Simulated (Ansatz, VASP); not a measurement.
# Cross-check of Si2MoAs4 (MoSi2As4 bilayer, AB) between VASP and Ansatz, part 2 of 3

Aim: how closely do two programs agree when they are given the same cell, functional and k mesh? Of the first pair: The structure shown is the start of the Ansatz relaxation below; VASP solves that cell, so the two are compared at the walk's first step.

VASP 6.6.1 and Ansatz 0.2.0.

So far: The structure; Ansatz: relaxation, PBE with D3(BJ).

## Step 3: VASP: single point, PBE with D3(BJ), start cell, pair 1

Level of this step: PBE with D3(BJ); plane waves and PAW (As, Si, Mo_sv) (VASP).

The same cell, functional, mesh and smearing now go to VASP, with its own data sets.

Lines of VASP's logs that name or quote its potential files are left out, and so is its time.

File INCAR:

```
SYSTEM = Si2MoAs4
PREC = Accurate
ENCUT = 400
EDIFF = 1E-06
NELM = 120
ISMEAR = -1
SIGMA = 0.05
LREAL = .FALSE.
ALGO = Normal
GGA = PE
IVDW = 12
NBANDS = 56
LASPH = .TRUE.
LORBIT = 11
LWAVE = .FALSE.
LCHARG = .FALSE.
ISIF = 2
LDIPOL = .TRUE.
IDIPOL = 3
DIPOL = 0.5 0.5 0.5
LVHAR = .TRUE.
GGA_COMPAT = .FALSE.
EFERMI = MIDGAP
NELMDL = -8
KPAR = 4
```

File POSCAR:

```
Si2MoAs4
1.0
    3.6300000000      0.0000000000      0.0000000000
   -1.8150000000      3.1436720000      0.0000000000
    0.0000000000      0.0000000000     72.6205230000
As Si Mo
8 4 2
Direct
    0.0000000000      0.0000000000      0.3566484918
    0.3333333333      0.6666666667      0.3978485669
    0.3333333333      0.6666666667      0.4381446000
    0.0000000000      0.0000000000      0.4793446751
    0.3333333333      0.6666666667      0.5206553112
    0.6666666667      0.3333333333      0.5618554000
    0.6666666667      0.3333333333      0.6021514331
    0.3333333333      0.6666666667      0.6433515082
    0.3333333333      0.6666666667      0.3671409940
    0.3333333333      0.6666666667      0.4688521728
    0.6666666667      0.3333333333      0.5311478272
    0.6666666667      0.3333333333      0.6328590060
    0.0000000000      0.0000000000      0.4179965903
    0.3333333333      0.6666666667      0.5820034097
```

File KPOINTS:

```
Automatic mesh
0
Gamma
12 12 1
0 0 0
```

The projector-augmented-wave data sets are As, Si and Mo_sv (PBE family, release 64).

Started as:

```console
$ mpirun -np 4 vasp_std
```

Numbers of over 12 decimals in the logs are rounded to 6 here.

Output:

```text
[banner, memory and clock lines left out]
running    4 mpi-ranks, on    1 nodes
 distrk:  each k-point on    1 cores,    4 groups
 distr:  one band on    1 cores,    1 groups

 POSCAR found type information on POSCAR AsSiMo
 POSCAR found :  3 types and      14 ions
 LDA part: xc-table for (Slater+PW92), standard interpolation
|                                                                             |
|           W    W    AA    RRRRR   N    N  II  N    N   GGGG   !!!           |
|           W    W   A  A   R    R  NN   N  II  NN   N  G    G  !!!           |
|           W    W  A    A  R    R  N N  N  II  N N  N  G       !!!           |
|           W WW W  AAAAAA  RRRRR   N  N N  II  N  N N  G  GGG   !            |
|           WW  WW  A    A  R   R   N   NN  II  N   NN  G    G                |
|           W    W  A    A  R    R  N    N  II  N    N   GGGG   !!!           |
|                                                                             |
|     One of the lattice vectors is very long (>50 A), but AMIN is rather     |
|     large. This can spoil convergence since charge sloshing might occur     |
|     along the long lattice vector. If problems with convergence are         |
|     observed, try to decrease AMIN to a smaller value (e.g. 0.01).          |
|     Note: This warning only applies if the self-consistency cycle is        |
|     used.                                                                   |
|                                                                             |

 POSCAR, INCAR and KPOINTS ok, starting setup
 FFT: planning ... GRIDC
 FFT: planning ... GRID_SOFT
 FFT: planning ... GRID
 WAVECAR not read
 entering main loop
       N       E                     dE             d eps       ncg     rms          rms(c)
DAV:   1     0.561015940885E+03    0.56102E+03   -0.31483E+04  2512   0.928E+02
DAV:   2    -0.278472987228E+02   -0.58886E+03   -0.57384E+03  2880   0.232E+02
DAV:   3    -0.801386859193E+02   -0.52291E+02   -0.51327E+02  2512   0.659E+01
DAV:   4    -0.821776645177E+02   -0.20390E+01   -0.20176E+01  2888   0.132E+01
DAV:   5    -0.822284155745E+02   -0.50751E-01   -0.50683E-01  2752   0.206E+00
DAV:   6    -0.822304698891E+02   -0.20543E-02   -0.20538E-02  2968   0.400E-01
DAV:   7    -0.822305358632E+02   -0.65974E-04   -0.65968E-04  2816   0.674E-02
DAV:   8    -0.822305394657E+02   -0.36025E-05   -0.36019E-05  2696   0.139E-02    0.231E+01
DAV:   9    -0.805117545099E+02    0.17188E+01   -0.13166E+01  2328   0.138E+01    0.866E+00
DAV:  10    -0.802959434726E+02    0.21581E+00   -0.93168E+00  2648   0.145E+01    0.826E+00
DAV:  11    -0.798097579217E+02    0.48619E+00   -0.81955E+00  2752   0.103E+01    0.328E+00
DAV:  12    -0.992378919664E+02   -0.19428E+02   -0.57233E+01  3384   0.210E+01    0.224E+01
DAV:  13    -0.794087422003E+02    0.19829E+02   -0.10823E+02  3320   0.191E+01    0.169E+00
DAV:  14    -0.793391771640E+02    0.69565E-01   -0.35102E+00  2656   0.536E+00    0.992E-01
[...]
DAV:  46    -0.793280551042E+02    0.38145E-03   -0.47816E-04  3296   0.132E-01    0.781E-02
DAV:  47    -0.793280562234E+02   -0.11192E-05   -0.66084E-05  2232   0.210E-02    0.772E-02
DAV:  48    -0.793280489527E+02    0.72707E-05   -0.24125E-06  2224   0.504E-03    0.747E-02
DAV:  49    -0.793280706157E+02   -0.21663E-04   -0.25890E-06  1712   0.112E-02    0.763E-02
DAV:  50    -0.793279060469E+02    0.16457E-03   -0.31252E-04  3024   0.999E-02    0.394E-02
DAV:  51    -0.793279100840E+02   -0.40371E-05   -0.62056E-05  2248   0.198E-02    0.334E-02
DAV:  52    -0.793279026330E+02    0.74510E-05   -0.67160E-06  2312   0.137E-02    0.355E-02
DAV:  53    -0.793279027484E+02   -0.11535E-06   -0.28619E-06  2000   0.560E-03
   1 F= -.84998802E+02 E0= -.84993094E+02  d E =-.114153E-01
```

OUTCAR, selected parts (step 3):

```text
ion  position               nearest neighbor table
   1  0.000  0.000  0.357-   9 2.23   9 2.23   9 2.23
   2  0.333  0.667  0.398-   9 2.23  13 2.56  13 2.56  13 2.56
   3  0.333  0.667  0.438-  10 2.23  13 2.56  13 2.56  13 2.56
   4  0.000  0.000  0.479-  10 2.23  10 2.23  10 2.23
   5  0.333  0.667  0.521-  11 2.23  11 2.23  11 2.23
   6  0.667  0.333  0.562-  11 2.23  14 2.56  14 2.56  14 2.56
   7  0.667  0.333  0.602-  12 2.23  14 2.56  14 2.56  14 2.56
   8  0.333  0.667  0.643-  12 2.23  12 2.23  12 2.23
   9  0.333  0.667  0.367-   1 2.23   1 2.23   1 2.23   2 2.23
  10  0.333  0.667  0.469-   4 2.23   4 2.23   4 2.23   3 2.23
  11  0.667  0.333  0.531-   6 2.23   5 2.23   5 2.23   5 2.23
  12  0.667  0.333  0.633-   8 2.23   8 2.23   8 2.23   7 2.23
  13  0.000  0.000  0.418-   3 2.56   3 2.56   3 2.56   2 2.56   2 2.56   2 2.56
  14  0.333  0.667  0.582-   6 2.56   6 2.56   6 2.56   7 2.56   7 2.56   7 2.56

  LATTYP: Found a hexagonal cell.
 ALAT       =     3.6300000000
 C/A-ratio  =    20.0056537190

 Subroutine GETGRP returns: Found  6 space group operations
 (whereof  6 operations were pure point group operations)

The static configuration has the point symmetry C_3v.

 Found     19 irreducible k-points:

   k-points           NKPTS =     19   k-points in BZ     NKDIM =     19   number of bands    NBANDS=     56

   dimension x,y,z NGX =    24 NGY =   24 NGZ =  480
   dimension x,y,z NGXF=    48 NGYF=   48 NGZF=  960

   ENCUT  =  400.0 eV  29.40 Ry    5.42 a.u.   5.92  5.92118.43*2*pi/ulx,y,z

   NELECT =      84.0000    total number of electrons

 k-points in reciprocal lattice and weights: Automatic mesh
   0.00000000  0.00000000  0.00000000       0.007
   0.08333333  0.00000000  0.00000000       0.042
   0.16666667  0.00000000  0.00000000       0.042
   0.25000000  0.00000000  0.00000000       0.042
   0.33333333  0.00000000  0.00000000       0.042
   0.41666667  0.00000000  0.00000000       0.042
   0.50000000  0.00000000  0.00000000       0.021
   0.08333333  0.08333333  0.00000000       0.042
   0.16666667  0.08333333  0.00000000       0.083
[...]
0.33333333  0.25000000  0.00000000       0.083
   0.33333333  0.33333333  0.00000000       0.014

 dipolmoment           0.000000      0.000000      0.001415 electrons x Angstroem

 average (electrostatic) potential at core
       1 -55.9540       2 -55.3714       3 -55.3926       4 -56.0345       5 -56.0116
       6 -55.3553       7 -55.3348       8 -55.9320       9 -91.5530      10 -91.5620
      11 -91.5350      12 -91.5347      13 -82.6151      14 -82.5800

 E-fermi :  -0.8654

 k-point     1 :       0.0000    0.0000    0.0000
  band No.  band energies     occupation
    ...
     37      -2.2419      2.00000
     38      -2.2419      2.00000
     39      -2.0974      2.00000
     40      -1.4714      1.99999
     41      -1.3202      1.99978
     42      -0.7538      0.19368
     43       0.1122      0.00000
     44       0.2722      0.00000
     45       0.3121      0.00000
     46       0.3977      0.00000
    ...

 k-point     2 :       0.0833    0.0000    0.0000
  band No.  band energies     occupation
    ...
     38      -2.3476      2.00000
     39      -1.8705      2.00000
     40      -1.3968      1.99995
     41      -1.2444      1.99898
     42      -0.8394      0.74537
     43       0.3902      0.00000
     44       0.4750      0.00000
     45       0.5095      0.00000
     46       0.5517      0.00000
     47       1.0316      0.00000
    ...

 k-point     3 :       0.1667    0.0000    0.0000
  band No.  band energies     occupation
    ...
     38      -2.5863      2.00000
     39      -1.9584      2.00000
     40      -1.5997      2.00000
     41      -1.4588      1.99999
     42      -1.3380      1.99984
     43       0.1570      0.00000
     44       0.2270      0.00000
     45       0.2445      0.00000
     46       0.3600      0.00000
     47       1.3105      0.00000
    ...

 Edisp (eV)   -5.67090

  Total       7.54655     7.54655    27.81437    -0.00000     0.00000    -0.00000
  in kB      14.59003    14.59002    53.77452    -0.00000     0.00000    -0.00000
  external pressure =       27.65 kB  Pullay stress =        0.00 kB

  energy-cutoff  :      400.00
  volume of cell :      828.71
      direct lattice vectors                 reciprocal lattice vectors
     3.630000000  0.000000000  0.000000000     0.275482094  0.159049672  0.000000000
    -1.815000000  3.143672000  0.000000000     0.000000000  0.318099344  0.000000000
     0.000000000  0.000000000 72.620523000     0.000000000  0.000000000  0.013770212

 POSITION                                       TOTAL-FORCE (eV/Angst)
 -----------------------------------------------------------------------------------
      0.00000      0.00000     25.90000         0.000000      0.000000     -3.153786
     -0.00000      2.09578     28.89197         0.000000     -0.000000      1.441428
     -0.00000      2.09578     31.81829         0.000000     -0.000000     -1.464200
      0.00000      0.00000     34.81026         0.000000     -0.000000      3.004732
     -0.00000      2.09578     37.81026        -0.000000     -0.000000     -3.010523
      1.81500      1.04789     40.80223         0.000000      0.000000      1.490251
      1.81500      1.04789     43.72855        -0.000000     -0.000000     -1.450093
     -0.00000      2.09578     46.72052        -0.000000      0.000000      3.164414
     -0.00000      2.09578     26.66197         0.000000     -0.000000      1.305681
     -0.00000      2.09578     34.04829         0.000000      0.000000     -1.245815
      1.81500      1.04789     38.57223         0.000000     -0.000000      1.244744
      1.81500      1.04789     45.95855        -0.000000     -0.000000     -1.316840
      0.00000      0.00000     30.35513        -0.000000     -0.000000      0.060860
     -0.00000      2.09578     42.26539        -0.000000     -0.000000     -0.070853
 -----------------------------------------------------------------------------------
    total drift:                               -0.000000     -0.000009      0.000111

  FREE ENERGIE OF THE ION-ELECTRON SYSTEM (eV)
  ---------------------------------------------------
  free  energy   TOTEN  =       -84.9988016808 eV

  energy  without entropy=      -84.9873864158  energy(sigma->0) =      -84.99309405

 vacuum level on the upper side and lower side of the slab         3.739         3.733

 total charge
# of ion       s       p       d       tot
------------------------------------------
    1        1.217   1.710   0.054   2.981
    2        1.210   1.616   0.069   2.895
    3        1.210   1.614   0.069   2.893
    4        1.222   1.701   0.058   2.981
    5        1.222   1.699   0.058   2.979
    6        1.211   1.612   0.069   2.892
    7        1.210   1.615   0.069   2.894
    8        1.217   1.710   0.054   2.981
    9        0.756   0.961   0.000   1.717
   10        0.757   0.962   0.000   1.719
   11        0.758   0.965   0.000   1.723
   12        0.756   0.961   0.000   1.717
   13        2.262   6.153   3.983  12.397
   14        2.261   6.153   3.981  12.395
--------------------------------------------------
tot         17.269  29.430   8.465  55.164

[... 3 further parts left out ...]
```

## Step 4: Comparison

Known differences besides the potentials themselves: Ansatz cuts the interaction across the vacuum, VASP repeats the sheet with a dipole correction; the data sets hold 164 valence electrons in Ansatz (on its default PAW (the set named soft_2) files) and 84 in VASP; the cutoff is 420 eV in Ansatz and 400 eV in VASP. Total energies have different zeros and are not compared.

Forces on 7 of the 14 atoms, those with the largest forces and the largest differences (eV/Å; atoms numbered as in POSCAR):

| atom | Ansatz x, y, z | VASP x, y, z |
| --- | --- | --- |
| As1 | 0.000, 0.000, -3.110 | 0.000, 0.000, -3.154 |
| As3 | 0.000, 0.000, -1.430 | 0.000, 0.000, -1.464 |
| As4 | 0.000, 0.000, 2.958 | 0.000, 0.000, 3.005 |
| As5 | 0.000, 0.000, -2.957 | 0.000, 0.000, -3.011 |
| As6 | 0.000, 0.000, 1.454 | 0.000, 0.000, 1.490 |
| As7 | 0.000, 0.000, -1.421 | 0.000, 0.000, -1.450 |
| As8 | 0.000, 0.000, 3.113 | 0.000, 0.000, 3.164 |

The forces differ by 19 meV/Å r.m.s., which is 1.7 % of the r.m.s. force of 1.125 eV/Å (both taken over all components). VASP's last cycles still show a density residual of 4e-03, so its state may not be settled. With vacuum in the cell, a pressure given here is an average over mostly empty space and none of the material.

## Step 5: Ansatz: relaxation, PBE with D3(BJ)

This run makes the geometry at which the two programs are then compared.

The structure compared here is the end of the Ansatz relaxation.

File input.yaml:

```yaml
crystal:
  lattice:
    - [3.63, 0.0, 0.0]
    - [-1.815, 3.1436722157, 0.0]
    - [0.0, 0.0, 72.6205228888]
  atoms:
    - { symbol: As, position: [0.0, 0.0, 0.3566484923] }
    - { symbol: Si, position: [0.3333333333, 0.6666666667, 0.3671409963] }
    - { symbol: As, position: [0.3333333333, 0.6666666667, 0.3978485692] }
    - { symbol: Mo, position: [0.0, 0.0, 0.4179965871] }
    - { symbol: As, position: [0.3333333333, 0.6666666667, 0.438144605] }
    - { symbol: Si, position: [0.3333333333, 0.6666666667, 0.4688521779] }
    - { symbol: As, position: [0.0, 0.0, 0.4793446819] }
    - { symbol: As, position: [0.3333333333, 0.6666666667, 0.5206553181] }
    - { symbol: Si, position: [0.6666666667, 0.3333333333, 0.5311478221] }
    - { symbol: As, position: [0.6666666667, 0.3333333333, 0.561855395] }
    - { symbol: Mo, position: [0.3333333333, 0.6666666667, 0.5820034129] }
    - { symbol: As, position: [0.6666666667, 0.3333333333, 0.6021514308] }
    - { symbol: Si, position: [0.6666666667, 0.3333333333, 0.6328590037] }
    - { symbol: As, position: [0.3333333333, 0.6666666667, 0.6433515077] }
  periodic: [true, true, false]
kpoints:
  mp_grid: { grid: [12, 12, 1] }
hamiltonian:
  xc: pbe
  dispersion: d3bj
scf:
  occupations: { method: fermi_dirac, width: 0.05 }
  convergence: { dr2_threshold: 1.0e-09 }
relax:
  f_tol: 0.004
  max_steps: 90
  cell: {}
output:
  write_potential: true
  write_density: true
  volumetric_format: npy
```

Started as:

```console
$ ansatz run input.yaml --threads 4 --pin off --max-ram 12288MiB --backend cpu --events-out ev --progress --plain --runs-dir out
```

Output:

```text
[...]
Crystal: 14 atoms, lattice volume = 828.711 Å³
Basis set: ecut = 420 eV, 15975 PW (Γ), exchange–correlation on 50×50×972 points (8 copies of the dense FFT grid, shifted against one another)
Bands: 99, of which v1, the nominal top of the filled ones, is band 82 counted from 1 (81 counted from 0)
Symmetry: 6 space group operations
[...]
- { symbol: As, position: [0.333333, 0.666667, 0.521077] }
    - { symbol: Si, position: [0.666667, 0.333333, 0.536618] }
    - { symbol: As, position: [0.666667, 0.333333, 0.568828] }
    - { symbol: Mo, position: [0.333333, 0.666667, 0.589495] }
    - { symbol: As, position: [0.666667, 0.333333, 0.610161] }
    - { symbol: Si, position: [0.666667, 0.333333, 0.642405] }
    - { symbol: As, position: [0.333333, 0.666667, 0.657974] }
[key lines of the parts left out:]
SCF converged after 7 iterations
Free energy (F): -51311.360882 eV
Fermi energy:    -4.475099 eV
P = ½ c Tr σ = -0.0225 N/m
```

(Part 2 of 3 ends here.)

[Lines on the potential files, build, host, timing and source positions are cut from VASP's logs without a mark.]

[Logs are printed without paths, hosts, clocks, repeated set-up lines and the standing remarks that a program may print on its own settings, such as how far it seeks lower states.]

[Hosts, paths, dates, database ids (printed as entryN), source tags and the programs' standing remarks are cut or masked in the printed files.]
